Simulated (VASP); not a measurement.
```
NaF
1.0
    0.00000     2.25223     2.25223
    2.25223     0.00000     2.25223
    2.25223     2.25223     0.00000
Na F
1 1
Direct
  0.00000   0.00000   0.00000
  0.50000   0.50000   0.50000
```

Level of theory: LDA (Ceperley-Alder, Perdew-Zunger), VASP's LDA PAW potentials (set 64) (plane waves; VASP). Numerical set-up: 520 eV cut-off, 10×10×10 Γ-centred mesh, Gaussian smearing of 0.050 eV, potentials Na_pv F.

Estimate the energy per atom (σ→0), band gap (on the k-mesh) with the smallest direct gap where there is one.

```yaml
band gap (on the k-mesh): 6.43 eV
smallest direct gap (on the k-mesh): 6.43 eV
energy per atom (σ→0): -450.2 kJ/mol-atom
```

The absolute energy has meaning only against runs of the same code, potentials and settings.

The compound is NaF in the rock salt structure. It was relaxed first, which changed the volume by -8 %.
